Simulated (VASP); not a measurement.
Calculation: PBE GGA with D2 dispersion, VASP's PBE PAW potentials (set 64) (plane waves; VASP).

A VASP calculation is set up with these files.

KPOINTS:
```
K-points
0
gamma
 5 5 1
0 0 0
```

**POSCAR**
```
MoTe2
1.0
  1.7600000000  -3.0484090000   0.0000000000
  1.7600000000   3.0484090000   0.0000000000
  0.0000000000   0.0000000000  13.9600000000
Te Mo
4 2
Cartesian
  1.7623320000   1.0238782761  12.2916124800
  1.7713801600  -1.0165468524   5.2357678000
  1.7978646400  -1.0284478411   1.7176802800
  1.7339379200   1.0307890193   8.6567774800
  1.7230188800   0.9720339842   3.5473337200
  1.7714681600  -0.9817035375  10.4308282400
```

INCAR:
```
LMAXMIX  =  4
SYSTEM  =  MoTe2
PREC  =  Accurate
LWAVE  =  .FALSE.
GGA  =  PE
LREAL  =  .FALSE.
IVDW  =  10
LCHARG  =  .FALSE.
ISMEAR  =  0   ! Gaussian
SIGMA  =  0.02   ! width (eV)
EDIFF  =  1E-6   ! SCF stop (eV)
LASPH  =  .TRUE.   ! aspherical one-centre terms
NELM  =  100
ENCUT  =  300
ISIF  =  2
ALGO  =  Normal   ! blocked Davidson
```

POTCAR, in this order: Te Mo_sv (PBE.64 set). Program: vasp_std.

At this cut-off the stress carries a Pulay error, which pulls relaxed volumes low.

### Question
Estimate the energy per atom (σ→0), dispersion energy, pressure, largest force.

### Answer

The energy per atom (σ→0) comes out as -6.388 eV/atom. The dispersion energy is -2.571 eV. The pressure is 22.6 kbar and the largest force comes out as 2.012 eV/Å.

**OSZICAR**
```
...
DAV:   9    -0.357620517376E+02   -0.10194E-02   -0.28654E-01  1096   0.229E+00    0.122E+00
DAV:  10    -0.357573801293E+02    0.46716E-02   -0.30887E-02  1058   0.867E-01    0.424E-01
DAV:  11    -0.357573830426E+02   -0.29133E-05   -0.83984E-03  1052   0.449E-01    0.269E-01
DAV:  12    -0.357572827186E+02    0.10032E-03   -0.16393E-03  1084   0.198E-01    0.177E-01
DAV:  13    -0.357572700361E+02    0.12682E-04   -0.15503E-04   926   0.573E-02    0.974E-02
DAV:  14    -0.357572519923E+02    0.18044E-04   -0.67963E-05  1063   0.414E-02    0.612E-02
DAV:  15    -0.357572522856E+02   -0.29327E-06   -0.68793E-06   822   0.125E-02
   1 F= -.38327894E+02 E0= -.38327894E+02  d E =-.160529E-63
```

The structure is a typed MoTe2 crystal. The cell was not relaxed at this level, atoms are displaced from their ideal sites. The k-mesh is coarse (spacing up to 0.45 per Å, 2π included), so the numbers may not be converged in it. The run is one of a series of settings (IVDW = 10 against the base run), some of them coarse on purpose.
